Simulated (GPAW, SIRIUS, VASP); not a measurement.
# One calculation of GaGe3, 3 ways

```
Ge Ga
1.0
     0.00000    3.38717    3.38717
     3.38717    0.00000    3.38717
     3.38717    3.38717    0.00000
Ge Ga
3 1
Direct
  0.50000 0.50000 0.50000
  0.75000 0.75000 0.75000
  0.25000 0.25000 0.25000
  0.00000 0.00000 0.00000
```

The cell comes from a database or a generator and needn't be the stable form of this composition.

Alike in all runs: task single point; functional PBEsol; k mesh 7 × 7 × 7; occupations fermi-dirac, width 0.05 eV; no spin polarisation; no spin-orbit coupling. Pressure is positive in compression and, in plane waves, holds the error of the finite cutoff.

```csv
program and potentials,plane-wave cutoff (eV),notes,pressure (GPa)
"VASP, PBE PAW files Ga_d, Ge_d, 520 eV",520,potentials made for PBE; 13.75 valence electrons an atom on average,-3.91
"GPAW, PAW data sets generated for this functional",600,3.75 valence electrons an atom on average,-4.15
"SIRIUS, PseudoDojo 0.4.1 PBEsol standard (scalar relativistic)",1102,13.75 valence electrons an atom on average,-3.89
```

The pressure spans -4.15 (GPAW, PAW data sets generated for this functional) to -3.89 GPa (SIRIUS, PseudoDojo 0.4.1 PBEsol standard (scalar relativistic)).

Differences between rows come from potentials, basis sets and numerical settings, since the functional is the same but for its coding. Runs on potential files found faulty are left out.

All three calculations put the cell under tension, from -3.89 to -4.15 GPa, so at this level of theory the lattice would contract. The atoms sit on an ordered, body-centred-cubic-derived lattice whose cubic symmetry fixes every position, leaving the volume as the only degree of freedom to relax. The sign is what one would expect if the lattice constant came from a PBE relaxation, since PBEsol favours denser solids by weakening the gradient enhancement of exchange; that origin is an inference.

The two runs with the d shells in the valence nearly coincide, while the one that leaves them in the core gives slightly stronger tension, possibly through its treatment of the semicore, though the data sets and bases differ as well.

Such packing is foreign to the directional tetrahedral bonding of elemental germanium, and with gallium supplying one electron fewer, delocalised metallic bonding is probable here. The pressure gives no measure of how this arrangement competes in energy with a tetrahedral network or with separation into the elements.
